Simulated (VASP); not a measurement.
The system is CsCrN.

```
Cs Cr N
1.0
     3.95227    0.00000    0.00000
     0.00000    3.95227    0.00000
     0.00000    0.00000    3.03354
Cs Cr N
1 1 1
Cartesian
  1.9761 1.9761 0.0000
  1.9761 1.9761 1.5168
  0.0000 0.0000 0.0000
```

The cell was built by a generator and needn't be a form met in nature.

| Property | Result |
| --- | --- |
| Program | VASP 6.6.1 |
| Task | relaxation of cell and atoms |
| Functional | RPBE |
| Potentials or basis | VASP PAW PBE potentials, release 64 (Cs_sv, Cr_pv, N) |
| Cutoff | 600 eV |
| k mesh | 7 × 7 × 9 |
| Occupations | gaussian, width 0.05 eV |
| Spin | collinear spin, ferromagnetic start |
| Starting moments | [0.0, 3.0, 0.0] μB |

At the start: pressure 322.4 GPa; volume 15.80 Å³/atom.

Problem. Where does the relaxation end?

Solution. Over 12 steps the energy falls by 16343.7 meV/atom and the volume is 27.81 Å³/atom (+76.1 %); space group P4/mmm (No. 123, to 0.05 Å); moment 6.75 μB per cell.

The path:
```tsv
step	energy change (eV)	largest force (eV/Å)	pressure (GPa)	volume (Å³)
1	0.0000	0.0000	322.36	47.39
2	187.6271	0.0000	-74.70	247.89
3	-4.2834	0.0000	69.30	137.16
4	-38.3218	0.0000	-40.29	111.26
5	-46.6194	0.0000	23.69	68.24
6	-48.9866	0.0000	3.01	79.48
7	-49.0218	0.0000	1.23	80.87
8	-49.0222	0.0000	0.44	81.53
9	-49.0290	0.0000	0.61	82.27
10	-49.0291	0.0000	0.62	82.29
11	-49.0310	0.0000	-0.10	83.62
12	-49.0311	0.0000	0.00	83.43
```

Final structure:
```
Cs Cr N
1.0
     3.97955    0.00000    0.00000
     0.00000    3.97955    0.00000
     0.00000    0.00000    5.26814
Cs Cr N
1 1 1
Cartesian
  1.9898 1.9898 0.0000
  1.9898 1.9898 2.6341
  0.0000 0.0000 0.0000
```

Caveat: the volume moved by over 15 % at a fixed basis, so the end points are rough; the PAW data sets were made with another functional, which shifts forces and pressure a little; a cell with one magnetic atom can't hold antiferromagnetic order, which such compounds often take.
